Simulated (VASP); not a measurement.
Consider the following.

```xyz
2
Lattice="3.0680 0.0000 0.0000 0.0000 3.0680 0.0000 0.0000 0.0000 3.0680" Properties=species:S:1:pos:R:3 pbc="T T T"
Ti     0.0000     0.0000     0.0000
C      1.5340     1.5340     1.5340
```

Computed with r2SCAN meta-GGA, VASP's PBE PAW potentials (set 64) (plane waves; VASP). Settings: 520 eV cut-off, 11×11×11 Γ-centred mesh, first-order Methfessel-Paxton smearing of 0.10 eV, potentials Ti_sv C.

Energy and stress use the plane-wave basis of the starting cell.

Question: The ions, cell shape and volume are relaxed. Predict the relaxed structure.

Answer: 
```xyz
2
Lattice="2.7085 0.0000 0.0000 0.0000 2.7085 0.0000 0.0000 0.0000 2.7085" Properties=species:S:1:pos:R:3 pbc="T T T"
Ti     0.0000     0.0000     2.7085
C      1.3542     1.3542     1.3542
```
Space group Pm-3m (221), at a tolerance of 0.03 Å.

Question: How do energy and volume change from the first to the last step?

Answer: The energy (σ→0) changes by -769.6 meV/atom and the volume by -31.2 %, in 6 ionic steps.

| step | E(σ→0) (eV) | max force (eV/Å) | pressure (GPa) | volume (Å³) |
|---|---|---|---|---|
| 1 | -20.7347 | 0.000 | -39.74 | 28.88 |
| 2 | -21.6703 | 0.000 | 64.62 | 16.35 |
| 3 | -22.2733 | 0.000 | -1.28 | 19.99 |
| 4 | -22.2738 | 0.000 | 0.37 | 19.84 |
| 5 | -22.2738 | 0.000 | -0.20 | 19.90 |
| 6 | -22.2738 | 0.000 | -0.04 | 19.87 |

The structure was generated: TiC was put into the CsCl type type (Pm-3m), which need not be its known phase. This run relaxes it. Symmetry was kept, so distortions that lower it aren't found.
